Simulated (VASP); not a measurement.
An input for Quantum ESPRESSO's pw.x (written as the equivalent of a VASP run, and not itself run):

```
&CONTROL
  calculation = 'vc-relax'
  pseudo_dir = './pseudo'
  outdir = './out'
  tprnfor = .true.
  tstress = .true.
  nstep = 30
  forc_conv_thr = 0.00039
/
&SYSTEM
  ibrav = 0
  nat = 4
  ntyp = 2
  ecutwfc = 82
  occupations = 'smearing'
  smearing = 'gaussian'
  degauss = 0.003675
  input_dft = 'pw91'
/
&ELECTRONS
  conv_thr = 7.3e-09
  electron_maxstep = 100
/
&IONS
/
&CELL
  cell_dofree = 'shape'
/
ATOMIC_SPECIES
  Ag 107.868 Ag.upf
  I 126.904 I.upf
CELL_PARAMETERS angstrom
     2.3153730   -4.0103441    0.0000000
     2.3153730    4.0103441    0.0000000
     0.0000000    0.0000000    7.5634707
ATOMIC_POSITIONS crystal
  Ag   0.6666670  0.3333330  0.5001129
  Ag   0.3333330  0.6666670  0.0001129
  I    0.6666670  0.3333330  0.8748871
  I    0.3333330  0.6666670  0.3748871
K_POINTS automatic
  6 6 3 0 0 0
```

**Question.** Write the VASP files for the same calculation (PW91).

**Answer.** Several could match; the one computed here: 
### INCAR
```
SYSTEM = AgI
PREC = Accurate
ENCUT = 520
EDIFF = 1E-7
NELM = 100
ALGO = Normal
LREAL = .FALSE.
LASPH = .TRUE.
ISMEAR = 0
SIGMA = 0.05
GGA = 91
LMAXMIX = 4
LWAVE = .FALSE.
LCHARG = .FALSE.
ISIF = 4
IBRION = 2
NSW = 30
EDIFFG = -0.01
```

### KPOINTS
```
Automatic mesh
0
Gamma
 6 6 3
```

File POSCAR:
```
AgI
1
    2.3153729824    -4.0103440592     0.0000000000
    2.3153729824     4.0103440592     0.0000000000
    0.0000000000     0.0000000000     7.5634706833
Ag I
2 2
Direct
  0.6666670000   0.3333330000   0.5001128663
  0.3333330000   0.6666670000   0.0001128663
  0.6666670000   0.3333330000   0.8748871337
  0.3333330000   0.6666670000   0.3748871337
```

POTCAR, in this order: Ag I (PBE.64 set). Program: vasp_std.

The two are equivalent in intent, not identical: the potentials are each code's own (VASP's PAW set, PseudoDojo norm-conserving files in pw.x), so ENCUT and ecutwfc are chosen apart and not converted; conv_thr bounds pw.x's estimated SCF error, while EDIFF bounds the energy change between steps; forc_conv_thr acts on force components and is met together with etot_conv_thr.

The compound is AgI in the wurtzite structure. This cell is one point of a volume scan, at 0.97 of the reference volume. Symmetry was kept, so distortions that lower it aren't found.
